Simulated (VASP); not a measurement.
Output of a VASP run:

File OSZICAR:
```
       N       E                     dE             d eps       ncg     rms          rms(c)
DAV:   1     0.239827138484E+03    0.23983E+03   -0.16238E+04  5856   0.196E+03
DAV:   2    -0.223766394503E+02   -0.26220E+03   -0.24151E+03  5924   0.393E+02
DAV:   3    -0.495951865335E+02   -0.27219E+02   -0.26164E+02  6770   0.144E+02
DAV:   4    -0.502574017523E+02   -0.66222E+00   -0.65952E+00  6390   0.238E+01
DAV:   5    -0.502740393532E+02   -0.16638E-01   -0.16635E-01  7394   0.352E+00    0.216E+01
DAV:   6    -0.417215275910E+02    0.85525E+01   -0.55710E+01  7514   0.119E+02    0.269E+01
DAV:   7    -0.394791409074E+02    0.22424E+01   -0.65768E+00  6660   0.625E+01    0.126E+01
DAV:   8    -0.401785083286E+02   -0.69937E+00   -0.13747E+00  6850   0.147E+01    0.729E+00
DAV:   9    -0.402066841849E+02   -0.28176E-01   -0.30852E-01  8828   0.817E+00    0.149E+00
DAV:  10    -0.402221116504E+02   -0.15427E-01   -0.83321E-02  6864   0.420E+00    0.619E-01
DAV:  11    -0.402213657776E+02    0.74587E-03   -0.17028E-02  8056   0.177E+00    0.240E-01
DAV:  12    -0.402217097561E+02   -0.34398E-03   -0.20967E-03  6984   0.637E-01    0.690E-02
DAV:  13    -0.402217657655E+02   -0.56009E-04   -0.16186E-04  6674   0.116E-01    0.329E-02
DAV:  14    -0.402217878961E+02   -0.22131E-04   -0.11938E-04  6604   0.107E-01    0.239E-02
DAV:  15    -0.402217820039E+02    0.58922E-05   -0.26912E-05  7232   0.467E-02    0.542E-03
DAV:  16    -0.402217856543E+02   -0.36504E-05   -0.40735E-06  5390   0.295E-02    0.194E-03
DAV:  17    -0.402217857085E+02   -0.54185E-07   -0.13804E-07  3268   0.415E-03
   1 F= -.40221786E+02 E0= -.40221786E+02  d E =-.402218E+02  mag=     4.0000
```

File OUTCAR:
```
------------------------ aborting loop because EDIFF is reached ----------------------------------------
  FORCE on cell =-STRESS in cart. coord.  units (eV):
  Direction    XX          YY          ZZ          XY          YZ          ZX
  --------------------------------------------------------------------------------------
  Total        0.0056209      0.0056209      0.0056209     -0.0009259     -0.0009259     -0.0009259
  in kB        0.2450755      0.2450755      0.2450755     -0.0403690     -0.0403690     -0.0403690
  external PRESSURE =       0.2450755 kB  Pullay stress =       0.0000000 kB
  volume of cell :       36.75
      direct lattice vectors                 reciprocal lattice vectors
     4.188765110  2.094412175  2.094412175     0.358104988 -0.119369455 -0.119369455
     2.094412175  4.188765110  2.094412175    -0.119369455  0.358104988 -0.119369455
     2.094412175  2.094412175  4.188765110    -0.119369455 -0.119369455  0.358104988
 POSITION                                       TOTAL-FORCE (eV/Angst)
 -----------------------------------------------------------------------------------
      0.00000      0.00000      0.00000        -0.000000      0.000000      0.000000
      4.18879      4.18879      4.18879        -0.000000      0.000000      0.000000
      2.09440      2.09440      2.09440         0.000000     -0.000000     -0.000000
      6.28319      6.28319      6.28319        -0.000000      0.000000      0.000000
 -----------------------------------------------------------------------------------
    total drift:                                0.000000     -0.000000     -0.000000
  FREE ENERGIE OF THE ION-ELECTRON SYSTEM (eV)
  ---------------------------------------------------
  free  energy   TOTEN  =       -40.2217857085 eV

  energy  without entropy=      -40.2217857085  energy(sigma->0) =      -40.22178571

 total charge

# of ion       s       p       d       tot
------------------------------------------
    1        0.334   0.412   8.167   8.913
    2        0.334   0.412   8.167   8.913
    3        1.555   3.491   0.000   5.045
    4        1.555   3.491   0.000   5.045
--------------------------------------------------
tot          3.777   7.806  16.333  27.917

 magnetization (x)

# of ion       s       p       d       tot
------------------------------------------
    1        0.011   0.012   1.671   1.694
    2        0.011   0.012   1.671   1.694
    3        0.028   0.248   0.000   0.276
    4        0.028   0.248   0.000   0.276
--------------------------------------------------
tot          0.078   0.519   3.341   3.938

 reached required accuracy - stopping structural energy minimisation
```
(Selected blocks of OUTCAR.)

**POSCAR**
```
NiO
1
    4.1887651101     2.0944121754     2.0944121754
    2.0944121754     4.1887651101     2.0944121754
    2.0944121754     2.0944121754     4.1887651101
Ni O
2 2
Direct
  0.0000000000   0.0000000000   0.0000000000
  0.5000000000   0.5000000000   0.5000000000
  0.2500000000   0.2500000000   0.2500000000
  0.7500000000   0.7500000000   0.7500000000
```

Q: Reconstruct the remaining input files.

A: One answer among several that fit: the input of the run itself, r2SCAN meta-GGA, plane waves, VASP's PBE PAW potentials (set 64).

INCAR:
```
! general
SYSTEM   =  NiO
PREC     =  Accurate
ENCUT    =  520
LREAL    =  .FALSE.
LASPH    =  .TRUE.

! electronic loop
EDIFF    =  1E-6
NELM     =  100
ALGO     =  Normal
LMAXMIX  =  4
LMIXTAU  =  .TRUE.

! smearing
ISMEAR   =  0
SIGMA    =  0.05

! functional
METAGGA  =  R2SCAN

! spin
ISPIN    =  2
MAGMOM   =  2*1.7 2*0.3

! ions
IBRION   =  2
NSW      =  60
ISIF     =  3
EDIFFG   =  -0.02

! output
LWAVE    =  .FALSE.
LCHARG   =  .FALSE.
LORBIT   =  10
```

File KPOINTS:
```
Automatic mesh
0
Gamma
8 8 8
0 0 0
```

POTCAR, in this order: Ni O (PBE.64 set). Program: vasp_std.

The moments were started parallel, and other spin orders were not tried in this run.

The compound is NiO in the rock salt, AFM-II order structure. It was relaxed first. The start is the result of an earlier pass.
